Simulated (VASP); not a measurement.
Input:

```xyz
8
Lattice="5.0160 0.0000 0.0000 0.0000 5.0160 0.0000 0.0000 0.0000 29.2378" Properties=species:S:1:pos:R:3 pbc="T T T"
K      5.0160     2.5080     9.3303
K      2.5080     0.0000    12.8406
K      0.0000     2.5080    16.3972
K      2.5080     0.0000    19.9074
I      5.0160     2.5080    12.8381
I      2.5080     0.0000     9.2684
I      5.0160     2.5080    19.9694
I      2.5080     0.0000    16.3996
```

The numbers are results of r2SCAN meta-GGA, VASP's PBE PAW potentials (set 64) (plane waves; VASP), not measurements. Run with PREC = Normal, 400 eV cut-off, 4×4×1 Γ-centred mesh, Gaussian smearing of 0.050 eV, potentials K_sv I.

Unless said otherwise, spin-orbit coupling is left out, though it shifts the bands of the heavy elements here.

What does the run give for the energy per atom (σ→0), band gap (on the k-mesh) with the smallest direct gap where there is one?

The band gap (on the k-mesh) is 4.66 eV and the smallest direct gap (on the k-mesh) comes out as 4.66 eV. The energy per atom (σ→0) is -16.948 eV/atom.

The cell is a thin slab with vacuum, built from KI (rock salt): (100) face.
